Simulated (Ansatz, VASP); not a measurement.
**Two plane-wave programs on ScTa2**

The input INCAR:

```
SYSTEM = ScTa2
PREC = Accurate
ENCUT = 600
EDIFF = 1E-6
ISMEAR = 0
SIGMA = 0.1
LREAL = .False.
LASPH = .True.
NELM = 100
ALGO = Fast
ISIF = 3
LWAVE = .False.
LCHARG = .False.
GGA = PE
IBRION = 2
NSW = 90
EDIFFG = -0.04
```

Contents of KPOINTS:

```
Automatic mesh
0
Gamma
  6 6 6
  0 0 0
```

The input POSCAR:

```
ScTa2
1.0
    4.8294858363      0.0000000000      0.0000000000
   -2.4147429181      4.1824574214      0.0000000000
    0.0000000000      0.0000000000      2.9551691785
Sc Ta
1 2
Direct
    0.0000000000      0.0000000000      0.0000000000
    0.6666666667      0.3333333333      0.5000000000
    0.3333333333      0.6666666667      0.5000000000
```

Input for Ansatz:

```yaml
crystal:
  lattice:
    - [4.8294858363, 0.0, 0.0]
    - [-2.4147429181, 4.1824574214, 0.0]
    - [0.0, 0.0, 2.9551691785]
  atoms:
    - { symbol: Sc, position: [0.0, 0.0, 0.0] }
    - { symbol: Ta, position: [0.6666666667, 0.3333333333, 0.5] }
    - { symbol: Ta, position: [0.3333333333, 0.6666666667, 0.5] }
basis:
  ecutwfc: 420
kpoints:
  mp_grid: { grid: [6, 6, 6] }
hamiltonian:
  xc: pbe
scf:
  occupations: { method: gaussian, width: 0.1 }
  lower_state_search: "off"
output:
  forces: true
  stress: true
  eigenvalues: true
relax:
  adjacent_minimum: "off"
  f_tol: 0.04
  max_steps: 70
  cell: { stress_tol: 0.4 }
```

Change from the starting cell: species swapped into the ScB2 type (P6/mmm, No. 191).

Alike in both runs: task relaxation of cell and atoms; functional PBE; k mesh 6 × 6 × 6; occupations gaussian, width 0.1 eV; no spin polarisation.

|  | VASP | Ansatz |
| --- | --- | --- |
| version | VASP 6.6.1 | Ansatz 0.2.0 |
| potentials or method | VASP PAW PBE potentials, release 64 (Sc_sv, Ta_pv) | scalar-relativistic, plane waves, PAW |
| plane-wave cutoff (eV) | 600 | 420 |
| valence electrons in the cell | 33 | 37 |

Ansatz gave:

```
gap on the k mesh at the Fermi level, each at its own relaxed structure (eV) : none
relaxed volume (Å³/atom)                                                     : 19.89
relaxed cell length with the largest relative difference (Å)                 : 2.924
energy change over the relaxation (meV/atom)                                 : -2
```

What did VASP give for the same quantities?

gap on the k mesh at the Fermi level, each at its own relaxed structure (eV): none; relaxed volume (Å³/atom): 19.89; relaxed cell length with the largest relative difference (Å): 2.917; energy change over the relaxation (meV/atom): -2.

A gap of «none» marks a metal or a gap that the smearing closes. The two sets of potentials don't hold the same shells in valence.

The runs have no spin-orbit coupling, so splittings on Ta are missing.
